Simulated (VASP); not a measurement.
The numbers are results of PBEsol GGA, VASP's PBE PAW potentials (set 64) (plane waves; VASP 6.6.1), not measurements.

Input for VASP

**KPOINTS**
```
Automatic mesh
0
Gamma
  15 15 15
0 0 0
```

**INCAR**
```
SYSTEM = CoP
PREC = Accurate
ENCUT = 400
EDIFF = 1E-7
NELM = 100
ALGO = Normal
LREAL = .FALSE.
LASPH = .TRUE.
ISMEAR = -5
GGA = PS
LMAXMIX = 4
LWAVE = .FALSE.
LCHARG = .TRUE.
LORBIT = 11
NEDOS = 601
ISIF = 2
```

POSCAR:
```
CoP
1
    2.7675353514     0.0000000000     0.0000000000
    0.0000000000     2.7675353514     0.0000000000
    0.0000000000     0.0000000000     2.7675353514
Co P
1 1
Direct
  0.0000000000   0.0000000000   0.0000000000
  0.5000000000   0.5000000000   0.5000000000
```

POTCAR, in this order: Co P (PBE.64 set). Program: vasp_std.

Output of the run:

### OUTCAR
```
 ion  position               nearest neighbor table
   1  0.000  0.000  0.000-   2 2.40   2 2.40   2 2.40   2 2.40   2 2.40   2 2.40   2 2.40   2 2.40
  LATTYP: Found a simple cubic cell.
 ALAT       =     2.7675353514
 Subroutine PRICEL returns:
 Original cell was already a primitive cell.
 Subroutine GETGRP returns: Found 48 space group operations
The static configuration has the point symmetry O_h .
The dynamic configuration has the point symmetry O_h .
 Subroutine INISYM returns: Found 48 space group operations
 Subroutine IBZKPT returns following result:
 Found    120 irreducible k-points:

 Following reciprocal coordinates:
            Coordinates               Weight
  0.000000  0.000000  0.000000      1.000000
  0.066667  0.000000  0.000000      6.000000
  0.133333  0.000000  0.000000      6.000000
  0.200000  0.000000  0.000000      6.000000
  0.266667  0.000000  0.000000      6.000000
  0.333333  0.000000  0.000000      6.000000
  0.400000  0.000000  0.000000      6.000000
  0.466667  0.000000  0.000000      6.000000
  0.066667  0.066667  0.000000     12.000000
  0.133333  0.066667  0.000000     24.000000
  0.200000  0.066667  0.000000     24.000000
  0.266667  0.066667  0.000000     24.000000
  0.333333  0.066667  0.000000     24.000000
  0.400000  0.066667  0.000000     24.000000
  0.466667  0.066667  0.000000     24.000000
  0.133333  0.133333  0.000000     12.000000
  0.200000  0.133333  0.000000     24.000000
  0.266667  0.133333  0.000000     24.000000
  0.333333  0.133333  0.000000     24.000000
  0.400000  0.133333  0.000000     24.000000
  0.466667  0.133333  0.000000     24.000000
  0.200000  0.200000  0.000000     12.000000
  0.266667  0.200000  0.000000     24.000000
  0.333333  0.200000  0.000000     24.000000
  0.400000  0.200000  0.000000     24.000000
...
```

OSZICAR:
```
       N       E                     dE             d eps       ncg     rms          rms(c)
DAV:   1     0.490282037970E+02    0.49028E+02   -0.55145E+03  2736   0.116E+03
DAV:   2    -0.127764335912E+02   -0.61805E+02   -0.57522E+02  2724   0.218E+02
DAV:   3    -0.154181732546E+02   -0.26417E+01   -0.25444E+01  3106   0.514E+01
DAV:   4    -0.154767688814E+02   -0.58596E-01   -0.58244E-01  3102   0.739E+00
DAV:   5    -0.154783957272E+02   -0.16268E-02   -0.16203E-02  3202   0.130E+00    0.161E+01
DAV:   6    -0.194384070262E+02   -0.39600E+01   -0.61944E+01  2968   0.132E+02    0.203E+01
DAV:   7    -0.139022694501E+02    0.55361E+01   -0.25054E+01  3103   0.942E+01    0.361E+00
DAV:   8    -0.139220116156E+02   -0.19742E-01   -0.77131E-01  3210   0.837E+00    0.181E+00
DAV:   9    -0.139060336321E+02    0.15978E-01   -0.59446E-02  3354   0.397E+00    0.270E-01
DAV:  10    -0.139056947012E+02    0.33893E-03   -0.15515E-03  3346   0.365E-01    0.112E-01
DAV:  11    -0.139056544546E+02    0.40247E-04   -0.33132E-04  4067   0.208E-01    0.349E-02
DAV:  12    -0.139056476062E+02    0.68483E-05   -0.24099E-05  3702   0.510E-02    0.119E-02
DAV:  13    -0.139056467464E+02    0.85977E-06   -0.72565E-06  3845   0.337E-02    0.382E-03
DAV:  14    -0.139056467132E+02    0.33232E-07   -0.63432E-07  2997   0.912E-03
   1 F= -.13905647E+02 E0= -.13905647E+02  d E =0.000000E+00
```

OUTCAR:
```
------------------------ aborting loop because EDIFF is reached ----------------------------------------
  FORCE on cell =-STRESS in cart. coord.  units (eV):
  Direction    XX          YY          ZZ          XY          YZ          ZX
  --------------------------------------------------------------------------------------
  Total       -0.0504166     -0.0504166     -0.0504166     -0.0000000      0.0000000     -0.0000000
  in kB       -3.8106988     -3.8106988     -3.8106988     -0.0000000      0.0000000     -0.0000000
  external PRESSURE =      -3.8106988 kB  Pullay stress =       0.0000000 kB
  volume of cell :       21.20
      direct lattice vectors                 reciprocal lattice vectors
     2.767535351  0.000000000  0.000000000     0.361332331  0.000000000  0.000000000
     0.000000000  2.767535351  0.000000000     0.000000000  0.361332331  0.000000000
     0.000000000  0.000000000  2.767535351     0.000000000  0.000000000  0.361332331
 POSITION                                       TOTAL-FORCE (eV/Angst)
 -----------------------------------------------------------------------------------
      0.00000      0.00000      0.00000         0.000000      0.000000      0.000000
      1.38377      1.38377      1.38377         0.000000      0.000000      0.000000
 -----------------------------------------------------------------------------------
    total drift:                               -0.000000     -0.000000      0.000000
  FREE ENERGIE OF THE ION-ELECTRON SYSTEM (eV)
  ---------------------------------------------------
  free  energy   TOTEN  =       -13.9056467132 eV

  energy  without entropy=      -13.9056467132  energy(sigma->0) =      -13.90564671

 total charge

# of ion       s       p       d       tot
------------------------------------------
    1        0.413   0.559   7.574   8.546
    2        1.059   1.324   0.000   2.383
--------------------------------------------------
tot          1.472   1.883   7.574  10.929
```
(Selected blocks of OUTCAR.)

For a metal the tetrahedron method with Blöchl corrections gives inexact stress and forces.

The structure was generated: CoP was put into the CsCl type type (Pm-3m), which need not be its known phase. It was relaxed first, which changed the volume by -24 %. The run is not spin-polarised, so no magnetic state was tried.
